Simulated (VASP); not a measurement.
Here is the system:

```
Na2S
1.0
    0.00000     3.15554     3.15554
    3.15554     0.00000     3.15554
    3.15554     3.15554     0.00000
Na S
2 1
Direct
  0.25000   0.25000   0.25000
  0.75000   0.75000   0.75000
  0.00000   0.00000   0.00000
```

These are PBE GGA with D3 dispersion (zero damping), VASP's PBE PAW potentials (set 64) (plane waves; VASP 6.6.1) values and carry that method's errors. Settings: 520 eV cut-off, 6×6×6 Γ-centred mesh, Gaussian smearing of 0.050 eV, potentials Na_pv S.

Task: Predict the energy per atom (σ→0), pressure, band gap (on the k-mesh) with the smallest direct gap where there is one.

Result: 
```yaml
band gap (on the k-mesh): 2.86 eV
smallest direct gap (on the k-mesh): 2.86 eV
energy per atom (σ→0): -3.516 eV/atom
pressure: 2.36 GPa
```

Total energies compare only between runs with the same potentials, cut-off and functional.

The compound is Na2S in the antifluorite structure. This cell is one point of a volume scan, at 0.94 of the reference volume.
